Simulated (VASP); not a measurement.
# Antimonene and its bilayer, part 3 of 5

Aim: relax antimonene, place its levels against the vacuum, then find how two sheets stack and bind.

VASP 6.6.1, plane waves and PAW; the level of theory is named at each step.

So far. Step 6 (The slab in a field, field 0.1): Energy at zero smearing: -8.57203 eV.

### Step 7. With spin-orbit coupling

This step: PBE with D3(BJ), spin-orbit coupling; plane waves and PAW (Sb) (VASP 6.6.1).

For heavy elements spin-orbit coupling shifts the highest filled levels.

INCAR

```
SYSTEM = Sb
PREC = Normal
ENCUT = 350
EDIFF = 1E-06
NELM = 120
ISMEAR = 0
SIGMA = 0.03
LREAL = .FALSE.
ALGO = Fast
GGA = PE
IVDW = 12
LNONCOLLINEAR = .TRUE.
MAGMOM = 0 0 0 0 0 0
NBANDS = 22
GGA_COMPAT = .FALSE.
LASPH = .TRUE.
LSORBIT = .TRUE.
LWAVE = .FALSE.
LCHARG = .FALSE.
KPAR = 4
IDIPOL = 3
LDIPOL = .TRUE.
DIPOL = 0.5 0.5 0.5
```

POSCAR

```
Sb
1.0
    4.0639014488      0.0000000000      0.0000000000
   -2.0319507244      3.5194418932      0.0000000000
    0.0000000000      0.0000000000     22.0000000000
Sb
2
Direct
    0.3333333333      0.6666666667      0.4622283598
    0.6666666667      0.3333333333      0.5377716402
```

KPOINTS

```
Automatic mesh
0
Gamma
9 9 1
0 0 0
```

KPOINTS_OPT

```
Line mode
14
Line-mode
Reciprocal
  0.00000000   0.00000000   0.00000000 GAMMA
  0.50000000   0.00000000   0.00000000 M

  0.50000000   0.00000000   0.00000000 M
  0.33333333   0.33333333   0.00000000 K

  0.33333333   0.33333333   0.00000000 K
  0.00000000   0.00000000   0.00000000 GAMMA
```

Potentials, in the order of the species: Sb (PBE family, release 64).

Launch:

```
$ mpirun -np 4 vasp_ncl
```

Log:

```text
[... set-up lines as in an earlier step ...]
 entering main loop
       N       E                     dE             d eps       ncg     rms          rms(c)
DAV:   1     0.491929197927E+02    0.49193E+02   -0.20601E+03   528   0.422E+02
DAV:   2    -0.264346537448E+01   -0.51836E+02   -0.48717E+02   778   0.916E+01
DAV:   3    -0.813070126998E+01   -0.54872E+01   -0.54504E+01   750   0.341E+01
DAV:   4    -0.827217839719E+01   -0.14148E+00   -0.14140E+00   682   0.674E+00
DAV:   5    -0.827652820373E+01   -0.43498E-02   -0.43498E-02   808   0.130E+00    0.351E+00
RMM:   6    -0.824655353253E+01    0.29975E-01   -0.11845E-02   618   0.592E-01    0.214E+00
RMM:   7    -0.823213193196E+01    0.14422E-01   -0.11893E-02   649   0.635E-01    0.127E+00
RMM:   8    -0.822648628450E+01    0.56456E-02   -0.11807E-02   683   0.645E-01    0.831E-02
RMM:   9    -0.822618793239E+01    0.29835E-03   -0.18317E-03   694   0.300E-01    0.237E-02
RMM:  10    -0.822609495949E+01    0.92973E-04   -0.46128E-04   728   0.148E-01    0.185E-02
RMM:  11    -0.822608390156E+01    0.11058E-04   -0.11796E-04   698   0.649E-02    0.126E-02
RMM:  12    -0.822619287078E+01   -0.10897E-03   -0.52233E-05   684   0.398E-02    0.972E-03
RMM:  13    -0.822631297191E+01   -0.12010E-03   -0.12754E-05   716   0.240E-02    0.576E-03
RMM:  14    -0.822645599321E+01   -0.14302E-03   -0.23537E-05   724   0.202E-02    0.507E-03
RMM:  15    -0.822647059741E+01   -0.14604E-04   -0.23162E-06   643   0.812E-03    0.192E-03
RMM:  16    -0.822653709497E+01   -0.66498E-04   -0.24263E-06   656   0.579E-03    0.106E-03
RMM:  17    -0.822655122600E+01   -0.14131E-04   -0.61277E-07   609   0.313E-03    0.791E-04
RMM:  18    -0.822656040452E+01   -0.91785E-05   -0.20664E-07   585   0.196E-03    0.421E-04
RMM:  19    -0.822656342428E+01   -0.30198E-05   -0.88235E-08   541   0.127E-03    0.190E-04
RMM:  20    -0.822656413510E+01   -0.71082E-06   -0.13140E-08   429   0.870E-04
   1 F= -.87008842E+01 E0= -.87008842E+01  d E =-.672661E-17  mag=    -0.0000    -0.0000    -0.0000
 Start KPOINTS_OPT (optional k-point list driver)
k-point batch [1-12\42]
       N       E                     dE             ncg
DAV:   1    -0.233702189321E+03   -0.12550E+04      528
DAV:   2    -0.743321750862E+03   -0.50962E+03      800
DAV:   3    -0.809812653576E+03   -0.66491E+02      688
DAV:   4    -0.811635057190E+03   -0.18224E+01      710
DAV:   5    -0.811681653184E+03   -0.46596E-01      754
DAV:   6    -0.811682551367E+03   -0.89818E-03      760
DAV:   7    -0.811682588765E+03   -0.37398E-04      762
DAV:   8    -0.811682590563E+03   -0.17979E-05      660
DAV:   9    -0.811682590629E+03   -0.66143E-07      338
[...]
k-point batch [37-42\42]
       N       E                     dE             ncg
DAV:   1     0.101753698526E+04   -0.27198E+03      264
DAV:   2     0.793096954672E+03   -0.22444E+03      412
DAV:   3     0.760960914114E+03   -0.32136E+02      350
DAV:   4     0.760070176369E+03   -0.89074E+00      340
DAV:   5     0.760049834538E+03   -0.20342E-01      390
DAV:   6     0.760049309600E+03   -0.52494E-03      358
DAV:   7     0.760049285823E+03   -0.23777E-04      398
DAV:   8     0.760049284561E+03   -0.12622E-05      378
DAV:   9     0.760049284520E+03   -0.41198E-07      146
```

It took 41 s on 4 MPI ranks of Intel Xeon 6975P-C (Granite Rapids), shared host; peak memory 1.7 GiB; 2.4 min of CPU time.

OUTCAR, selected parts (step 7):

```text
   k-points           NKPTS =     12   k-points in BZ     NKDIM =     12   number of bands    NBANDS=     22

   NELECT =      10.0000    total number of electrons

 E-fermi :  -2.0574

 k-point     1 :       0.0000    0.0000    0.0000
  band No.  band energies     occupation
    ...
      6      -3.4716      1.00000
      7      -2.6299      1.00000
      8      -2.6299      1.00000
      9      -2.2247      1.00000
     10      -2.2247      1.00000
     11      -0.9224      0.00000
     12      -0.9224      0.00000
     13       0.0747      0.00000
     14       0.0747      0.00000
     15       0.5248      0.00000
    ...

 Edisp (eV)   -0.47432

  Total       0.03699     0.03699     0.00296     0.00000     0.00000     0.00000
  in kB       0.18836     0.18836     0.01506     0.00000     0.00000     0.00000
  external pressure =        0.13 kB  Pullay stress =        0.00 kB

 POSITION                                       TOTAL-FORCE (eV/Angst)
 -----------------------------------------------------------------------------------
     -0.00000      2.34629     10.16902         0.000000      0.000000     -0.007247
      2.03195      1.17315     11.83098        -0.000000      0.000000      0.007247
 -----------------------------------------------------------------------------------
    total drift:                                0.000000     -0.000000     -0.000000

  FREE ENERGIE OF THE ION-ELECTRON SYSTEM (eV)
  ---------------------------------------------------
  free  energy   TOTEN  =        -8.7008841862 eV

  energy  without entropy=       -8.7008841862  energy(sigma->0) =       -8.70088419

 vacuum level on the upper side and lower side of the slab         2.147         2.147

 Spin-Orbit-Coupling matrix elements
 Ion:    1  E_soc:     -0.1308035
 Ion:    2  E_soc:     -0.1308035

[... 8 parts as in an earlier step ...]

[... 8 further parts left out ...]
```

LASPH is switched on together with spin-orbit coupling, so the change from the scalar run holds both.

Numbers from this step:

```
electronic cycles                 : 20
free energy (TOTEN)               : -8.701 eV
Fermi energy                      : -2.057 eV
least gap on mesh and path        : 0.8565 eV
least direct gap on mesh and path : 1.302 eV
dipole moment                     : 0, 0, 0 e·Å
```

On-site spin-orbit energy by atom:

| atom | on-site spin-orbit energy (eV) |
| --- | --- |
| Sb1 | -0.131 |
| Sb2 | -0.131 |

Electronic bands along the path, in eV, zero at the valence-band top; v1 is the highest filled band, c1 the lowest empty one:

| point | v4 | v3 | v2 | v1 | c1 | c2 | c3 | c4 |
| --- | --- | --- | --- | --- | --- | --- | --- | --- |
| Γ | -0.41 | -0.41 | 0.00 | 0.00 | 1.30 | 1.30 | 2.30 | 2.30 |
| 0.46 of the way | -1.30 | -1.30 | -0.85 | -0.85 | 1.05 | 1.05 | 3.05 | 3.05 |
| M | -2.13 | -2.13 | -1.71 | -1.71 | 1.27 | 1.27 | 1.99 | 1.99 |
| 0.54 of the way | -2.57 | -2.57 | -1.90 | -1.90 | 1.51 | 1.51 | 2.70 | 2.70 |
| K | -2.32 | -2.32 | -2.15 | -2.15 | 1.02 | 1.02 | 3.11 | 3.11 |
| 0.54 of the way | -2.02 | -2.02 | -0.92 | -0.92 | 1.77 | 1.77 | 2.45 | 2.45 |
| Γ | -0.41 | -0.41 | 0.00 | 0.00 | 1.30 | 1.30 | 2.30 | 2.30 |

### Step 8. A rigid stacking

This step: PBE with D3(BJ); plane waves and PAW (Sb) (VASP 6.6.1).

System of this step: bilayer of antimonene. The cell holds 4 atoms: 4 Sb. Cell: a = 4.064 Å, b = 4.064 Å, c = 23.424 Å, α = 90.0°, β = 90.0°, γ = 120.0°. upper sheet same orientation, shifted by (0.00, 0.00). Vacuum lies along c.

Two rigid sheets are set at a typed distance in several high-symmetry stackings, to find where to start. The upper sheet is shifted or turned in the plane and never flipped over.

INCAR

```
SYSTEM = Sb
PREC = Normal
ENCUT = 350
EDIFF = 1E-05
NELM = 120
ISMEAR = 0
SIGMA = 0.03
LREAL = .FALSE.
ALGO = Fast
GGA = PE
IVDW = 12
NBANDS = 16
LORBIT = 11
LWAVE = .FALSE.
LCHARG = .FALSE.
KPAR = 4
IDIPOL = 3
LDIPOL = .TRUE.
DIPOL = 0.5 0.5 0.5
```

POSCAR

```
Sb
1.0
    4.0639014488      0.0000000000      0.0000000000
   -2.0319507244      3.5194418932      0.0000000000
    0.0000000000      0.0000000000     23.4239043376
Sb
4
Direct
    0.3333333300      0.6666666700      0.3628771700
    0.6666666700      0.3333333300      0.4338282800
    0.3333333300      0.6666666700      0.5661717200
    0.6666666700      0.3333333300      0.6371228300
```

KPOINTS is that of step 7.

Launch:

```
$ mpirun -np 4 vasp_std
```

Log:

```text
[banner, memory and clock lines left out]
running    4 mpi-ranks, on    1 nodes
 distrk:  each k-point on    1 cores,    4 groups
 distr:  one band on    1 cores,    1 groups

 POSCAR found type information on POSCAR Sb
 POSCAR found :  1 types and       4 ions
 LDA part: xc-table for (Slater+PW92), standard interpolation
 POSCAR, INCAR and KPOINTS ok, starting setup
 FFT: planning ... GRIDC
 FFT: planning ... GRID_SOFT
 FFT: planning ... GRID
 WAVECAR not read
 entering main loop
       N       E                     dE             d eps       ncg     rms          rms(c)
DAV:   1     0.101520422676E+03    0.10152E+03   -0.48972E+03   384   0.637E+02
DAV:   2    -0.683121100980E+01   -0.10835E+03   -0.10491E+03   544   0.130E+02
DAV:   3    -0.160659894159E+02   -0.92348E+01   -0.91787E+01   544   0.445E+01
DAV:   4    -0.162797711713E+02   -0.21378E+00   -0.21355E+00   496   0.828E+00
DAV:   5    -0.162898011245E+02   -0.10030E-01   -0.10030E-01   632   0.187E+00    0.426E+00
RMM:   6    -0.162381637292E+02    0.51637E-01   -0.24365E-02   391   0.800E-01    0.260E+00
RMM:   7    -0.162071307190E+02    0.31033E-01   -0.79410E-02   475   0.143E+00    0.127E-01
RMM:   8    -0.162079759861E+02   -0.84527E-03   -0.73068E-03   461   0.597E-01    0.102E-01
RMM:   9    -0.162081936269E+02   -0.21764E-03   -0.18163E-03   471   0.279E-01    0.430E-02
RMM:  10    -0.162082014257E+02   -0.77989E-05   -0.40931E-04   459   0.128E-01    0.140E-02
RMM:  11    -0.162082554423E+02   -0.54017E-04   -0.12577E-04   453   0.669E-02    0.698E-03
RMM:  12    -0.162083264145E+02   -0.70972E-04   -0.46775E-05   356   0.361E-02    0.506E-03
RMM:  13    -0.162083842891E+02   -0.57875E-04   -0.14517E-05   311   0.225E-02    0.223E-03
RMM:  14    -0.162084005950E+02   -0.16306E-04   -0.67939E-06   298   0.133E-02    0.172E-03
RMM:  15    -0.162084128211E+02   -0.12226E-04   -0.28177E-06   257   0.843E-03    0.560E-04
RMM:  16    -0.162084177473E+02   -0.49263E-05   -0.65943E-07   158   0.562E-03
   1 F= -.17485904E+02 E0= -.17485904E+02  d E =-.439108E-13
```

It took 5 s on 4 MPI ranks; peak memory 0.83 GiB; 16 s of CPU time.

From OUTCAR (step 8):

```text
   k-points           NKPTS =     12   k-points in BZ     NKDIM =     12   number of bands    NBANDS=     16

   ENCUT  =  350.0 eV  25.72 Ry    5.07 a.u.   6.20  6.20 35.73*2*pi/ulx,y,z

   NELECT =      20.0000    total number of electrons

 E-fermi :  -0.1659

 k-point     1 :       0.0000    0.0000    0.0000
  band No.  band energies     occupation
    ...
      6      -0.7222      2.00000
      7      -0.7222      2.00000
      8      -0.5364      2.00000
      9      -0.5364      2.00000
     10      -0.5201      2.00000
     11       0.9049      0.00000
     12       1.8098      0.00000
     13       2.0896      0.00000
     14       2.0896      0.00000
     15       2.1653      0.00000
    ...

 Edisp (eV)   -1.27749

  Total       0.22735     0.22735    -0.20595     0.00000     0.00000    -0.00000
  in kB       1.08725     1.08725    -0.98490     0.00000     0.00000    -0.00000
  external pressure =        0.40 kB  Pullay stress =        0.00 kB

 POSITION                                       TOTAL-FORCE (eV/Angst)
 -----------------------------------------------------------------------------------
     -0.00000      2.34629      8.50000        -0.000000     -0.000000     -0.007063
      2.03195      1.17315     10.16195        -0.000000     -0.000000      0.074156
     -0.00000      2.34629     13.26195         0.000000      0.000000     -0.074156
      2.03195      1.17315     14.92390        -0.000000      0.000000      0.007063
 -----------------------------------------------------------------------------------
    total drift:                               -0.000000      0.000000      0.000000

  FREE ENERGIE OF THE ION-ELECTRON SYSTEM (eV)
  ---------------------------------------------------
  free  energy   TOTEN  =       -17.4859043536 eV

  energy  without entropy=      -17.4859043536  energy(sigma->0) =      -17.48590435

 vacuum level on the upper side and lower side of the slab         3.843         3.843

[... 3 parts as in an earlier step ...]

[... 13 further parts left out ...]
```

Numbers from this step:

- electronic cycles: 16
- electrons: 20
- free energy (TOTEN): -17.49 eV
- Fermi energy: -0.1659 eV
- gap on the k-mesh: 0.3614 eV
- least direct gap on the k-mesh: 1.360 eV

Force by atom:

| atom | x (eV/Å) | y (eV/Å) | z (eV/Å) | size |
| --- | --- | --- | --- | --- |
| Sb1 | 0.0000 | 0.0000 | -0.0071 | 0.0071 |
| Sb2 | 0.0000 | 0.0000 | 0.0742 | 0.0742 |
| Sb3 | 0.0000 | 0.0000 | -0.0742 | 0.0742 |
| Sb4 | 0.0000 | 0.0000 | 0.0071 | 0.0071 |

Energy at zero smearing: -17.48590 eV.

### Step 9. A rigid stacking

INCAR is that of step 8.

POSCAR: that of step 8 with these lines changed.

```diff
@@ -10,3 +10,3 @@
     0.6666666700      0.3333333300      0.4338282800
-    0.3333333300      0.6666666700      0.5661717200
-    0.6666666700      0.3333333300      0.6371228300
+    0.6666666700      0.3333333300      0.5661717200
+    0.0000000000      1.0000000000      0.6371228300
```

KPOINTS is that of step 8.

Launch:

```
$ mpirun -np 4 vasp_std
```

Log:

```text
[... set-up lines as in an earlier step ...]
 entering main loop
       N       E                     dE             d eps       ncg     rms          rms(c)
DAV:   1     0.101620457805E+03    0.10162E+03   -0.48973E+03   384   0.637E+02
DAV:   2    -0.664125827255E+01   -0.10826E+03   -0.10525E+03   584   0.130E+02
DAV:   3    -0.156300752393E+02   -0.89888E+01   -0.89078E+01   544   0.442E+01
DAV:   4    -0.158382990339E+02   -0.20822E+00   -0.20813E+00   536   0.829E+00
[...]
RMM:  14    -0.157538196446E+02   -0.10973E-04   -0.45392E-06   256   0.128E-02    0.149E-03
RMM:  15    -0.157538320564E+02   -0.12412E-04   -0.36458E-06   273   0.895E-03    0.116E-03
RMM:  16    -0.157538376494E+02   -0.55931E-05   -0.96414E-07   153   0.546E-03
   1 F= -.17026280E+02 E0= -.17024979E+02  d E =-.260369E-02
```

Run time: 5 s. Hardware: 4 MPI ranks; peak memory 0.81 GiB; 16 s of CPU time.

OUTCAR, selected parts (step 9):

```text
 Edisp (eV)   -1.27244

  Total       0.77557     0.77557     3.53119     0.00000     0.00000     0.00000
  in kB       3.70899     3.70899    16.88710     0.00000     0.00000     0.00000
  external pressure =        8.10 kB  Pullay stress =        0.00 kB

 POSITION                                       TOTAL-FORCE (eV/Angst)
 -----------------------------------------------------------------------------------
     -0.00000      2.34629      8.50000         0.000000     -0.000000     -0.207580
      2.03195      1.17315     10.16195        -0.000000     -0.000000     -0.715777
      2.03195      1.17315     13.26195         0.000000      0.000000      0.715777
      0.00000      0.00000     14.92390        -0.000000      0.000000      0.207580
 -----------------------------------------------------------------------------------
    total drift:                               -0.000003      0.000002     -0.000026

  FREE ENERGIE OF THE ION-ELECTRON SYSTEM (eV)
  ---------------------------------------------------
  free  energy   TOTEN  =       -17.0262804480 eV

  energy  without entropy=      -17.0236767545  energy(sigma->0) =      -17.02497860

[... 2 parts as in an earlier step ...]

[... 1 further part left out ...]
[key lines of the parts left out:]
E-fermi :   0.0866
```

Energy at zero smearing: -17.02498 eV.

### Step 10. A rigid stacking

INCAR is that of step 9.

POSCAR: that of step 9 with these lines changed.

```diff
@@ -10,3 +10,3 @@
     0.6666666700      0.3333333300      0.4338282800
-    0.6666666700      0.3333333300      0.5661717200
-    0.0000000000      1.0000000000      0.6371228300
+    1.0000000000      0.0000000000      0.5661717200
+    0.3333333300      0.6666666700      0.6371228300
```

KPOINTS is that of step 9.

Launch:

```
$ mpirun -np 4 vasp_std
```

Log:

```text
[... set-up lines as in an earlier step ...]
 entering main loop
       N       E                     dE             d eps       ncg     rms          rms(c)
DAV:   1     0.999844152966E+02    0.99984E+02   -0.49023E+03   384   0.637E+02
DAV:   2    -0.714770482266E+01   -0.10713E+03   -0.10358E+03   560   0.130E+02
DAV:   3    -0.160546657197E+02   -0.89070E+01   -0.87500E+01   544   0.439E+01
DAV:   4    -0.162568162532E+02   -0.20215E+00   -0.20203E+00   520   0.814E+00
[...]
RMM:  14    -0.161901025708E+02   -0.18984E-04   -0.65796E-06   282   0.136E-02    0.142E-03
RMM:  15    -0.161901140908E+02   -0.11520E-04   -0.26565E-06   240   0.836E-03    0.472E-04
RMM:  16    -0.161901198935E+02   -0.58028E-05   -0.10777E-06   174   0.575E-03
   1 F= -.17468828E+02 E0= -.17468828E+02  d E =-.185679E-15
```

Wall time 4.8 s (4 MPI ranks); peak memory 0.81 GiB.

Parts of OUTCAR (step 10):

```text
 Edisp (eV)   -1.27871

  Total       0.64584     0.64584    -0.71902     0.00000     0.00000     0.00000
  in kB       3.08857     3.08857    -3.43853     0.00000     0.00000     0.00000
  external pressure =        0.91 kB  Pullay stress =        0.00 kB

 POSITION                                       TOTAL-FORCE (eV/Angst)
 -----------------------------------------------------------------------------------
     -0.00000      2.34629      8.50000         0.000000      0.000000      0.083781
      2.03195      1.17315     10.16195         0.000000      0.000000      0.050444
      0.00000      0.00000     13.26195         0.000000      0.000000     -0.050444
     -0.00000      2.34629     14.92390        -0.000000     -0.000000     -0.083781
 -----------------------------------------------------------------------------------
    total drift:                                0.000003     -0.000002     -0.000021

  FREE ENERGIE OF THE ION-ELECTRON SYSTEM (eV)
  ---------------------------------------------------
  free  energy   TOTEN  =       -17.4688280175 eV

  energy  without entropy=      -17.4688280175  energy(sigma->0) =      -17.46882802

[... 2 parts as in an earlier step ...]

[... 1 further part left out ...]
[key lines of the parts left out:]
E-fermi :  -0.1150
```

Energy at zero smearing: -17.46883 eV.

### Step 11. A rigid stacking

INCAR is that of step 10.

POSCAR: that of step 10 with these lines changed.

```diff
@@ -10,3 +10,3 @@
     0.6666666700      0.3333333300      0.4338282800
-    1.0000000000      0.0000000000      0.5661717200
+    0.6666666700      0.3333333300      0.5661717200
     0.3333333300      0.6666666700      0.6371228300
```

KPOINTS is that of step 10.

Launch:

```
$ mpirun -np 4 vasp_std
```

Log:

```text
[... set-up lines as in an earlier step ...]
 entering main loop
       N       E                     dE             d eps       ncg     rms          rms(c)
DAV:   1     0.100713393235E+03    0.10071E+03   -0.49120E+03   384   0.637E+02
DAV:   2    -0.660934848757E+01   -0.10732E+03   -0.10397E+03   560   0.130E+02
DAV:   3    -0.155548092084E+02   -0.89455E+01   -0.88701E+01   536   0.445E+01
DAV:   4    -0.157631609292E+02   -0.20835E+00   -0.20799E+00   520   0.835E+00
[...]
RMM:  12    -0.156775584444E+02   -0.68537E-04   -0.47603E-05   380   0.390E-02    0.546E-03
RMM:  13    -0.156776284327E+02   -0.69988E-04   -0.28230E-05   337   0.245E-02    0.236E-03
RMM:  14    -0.156776365135E+02   -0.80808E-05   -0.48769E-06   264   0.132E-02
   1 F= -.16950121E+02 E0= -.16948603E+02  d E =-.303557E-02
```

It took 4.6 s on 4 MPI ranks; peak memory 0.8 GiB; 14 s of CPU time.

Parts of OUTCAR (step 11):

```text
 Edisp (eV)   -1.27248

  Total       0.88467     0.88467     3.44511     0.00000    -0.00000     0.00000
  in kB       4.23073     4.23073    16.47546     0.00000    -0.00000     0.00000
  external pressure =        8.31 kB  Pullay stress =        0.00 kB

 POSITION                                       TOTAL-FORCE (eV/Angst)
 -----------------------------------------------------------------------------------
     -0.00000      2.34629      8.50000         0.000000      0.000000     -0.160265
      2.03195      1.17315     10.16195         0.000000     -0.000000     -0.787453
      2.03195      1.17315     13.26195        -0.000000     -0.000000      0.787453
     -0.00000      2.34629     14.92390        -0.000000      0.000000      0.160265
 -----------------------------------------------------------------------------------
    total drift:                               -0.000000      0.000000      0.000000

  FREE ENERGIE OF THE ION-ELECTRON SYSTEM (eV)
  ---------------------------------------------------
  free  energy   TOTEN  =       -16.9501211517 eV

  energy  without entropy=      -16.9470855809  energy(sigma->0) =      -16.94860337

[... 2 parts as in an earlier step ...]

[... 1 further part left out ...]
[key lines of the parts left out:]
E-fermi :   0.0707
```

Energy at zero smearing: -16.94860 eV.

[end of part 3 of 5]

[Lines on the potential files, build, host, timing and source positions are cut from VASP's logs without a mark.]

[Logs are printed without paths, hosts, clocks, repeated set-up lines and the standing remarks that a program may print on its own settings, such as how far it seeks lower states.]

[Hosts, paths, dates, database ids (printed as entryN), source tags and the programs' standing remarks are cut or masked in the printed files.]

[Runs that stopped without an error message from VASP are left out.]
